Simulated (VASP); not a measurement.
Level of theory: PBEsol GGA, VASP's PBE PAW potentials (set 64) (plane waves; VASP).

Input for VASP

**INCAR**
```
SYSTEM  =  WS2
PREC  =  Accurate; ENCUT  =  480; LREAL  =  F
LASPH  =  T
EDIFF  =  1E-6; NELM  =  100; ALGO  =  Normal
LMAXMIX  =  6
ISMEAR  =  0; SIGMA  =  0.05
GGA  =  PS
IBRION  =  2; NSW  =  60; ISIF  =  3
EDIFFG  =  -0.02
LWAVE  =  F; LCHARG  =  F
```

### POSCAR
```
WS2
1
    3.1456914421     0.0000000000     0.0000000000
   -1.5728457211     2.7242486795     0.0000000000
    0.0000000000    -0.0000000000    12.3155605606
W S
2 4
Direct
  0.6666670000   0.3333330000   0.7500000000
  0.3333330000   0.6666670000   0.2500000000
  0.6666670000   0.3333330000   0.3774566432
  0.3333330000   0.6666670000   0.8774566432
  0.3333330000   0.6666670000   0.6225433568
  0.6666670000   0.3333330000   0.1225433568
```

File KPOINTS:
```
Automatic
0
gamma
 7 7 2
0 0 0
```

POTCAR, in this order: W_sv S (PBE.64 set). Program: vasp_std.

**Question.** What will the output report for the number of irreducible k-points (NKPTS), largest plane-wave count, number of space-group operations, FFT grid (NGX, NGY, NGZ)?

**Answer.** 
| Quantity | Result |
|---|---|
| number of irreducible k-points (NKPTS) | 16 |
| largest plane-wave count | 2541 |
| number of space-group operations | 24 |
| FFT grid (NGX, NGY, NGZ) | 24 × 24 × 90 |

The compound is WS2 in the 2H layered structure. This run relaxes it. Symmetry was kept, so distortions that lower it aren't found. The start is the result of an earlier pass.
